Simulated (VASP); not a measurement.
Input:

```
GeSi
1.0
    3.90313     0.00000     0.00000
   -1.95157     3.38021     0.00000
    0.00000     0.00000     6.44437
Si Ge
2 2
Cartesian
  1.95157   1.12674   5.63628
  0.00000   2.25347   2.41409
  1.95157   1.12674   3.22473
  0.00000   2.25347   0.00255
```

Calculation: r2SCAN meta-GGA with spin-orbit coupling, VASP's PBE PAW potentials (set 64) (plane waves; VASP). Settings: 400 eV cut-off, 6×6×3 Γ-centred mesh, Gaussian smearing of 0.050 eV, potentials Si Ge_d.

Question: Give the energies of bands 29 to 42 at the high-symmetry points, in eV from the valence-band maximum.

Answer: 
```csv
band,Γ,M,K,A,L,H
29,-1.68,-4.98,-5.47,-1.13,-2.78,-4.76
30,-1.68,-4.98,-5.47,-1.13,-2.78,-4.76
31,-0.41,-3.39,-3.87,-1.13,-2.78,-4.71
32,-0.41,-3.39,-3.83,-1.13,-2.78,-4.71
33,-0.10,-3.15,-3.83,-1.02,-2.68,-2.28
34,-0.10,-3.15,-3.80,-1.02,-2.68,-2.28
35,0.00,-1.67,-3.57,-1.02,-2.68,-2.26
36,0.00,-1.67,-3.57,-1.02,-2.68,-2.26
37,0.71,0.59,1.21,1.52,0.87,1.62
38,0.71,0.59,1.21,1.52,0.87,1.62
39,1.89,2.28,5.15,1.52,0.87,1.63
40,1.89,2.28,5.17,1.52,0.87,1.63
41,2.14,3.49,5.18,3.25,2.05,4.03
42,2.14,3.49,5.18,3.25,2.05,4.03
```

The gap is indirect, 0.59 eV, from the valence maximum at Γ to the conduction minimum at M.

The structure comes from a computed database's SiGe entry (P6_3mc); how it stands against other phases isn't given here. It was relaxed first.
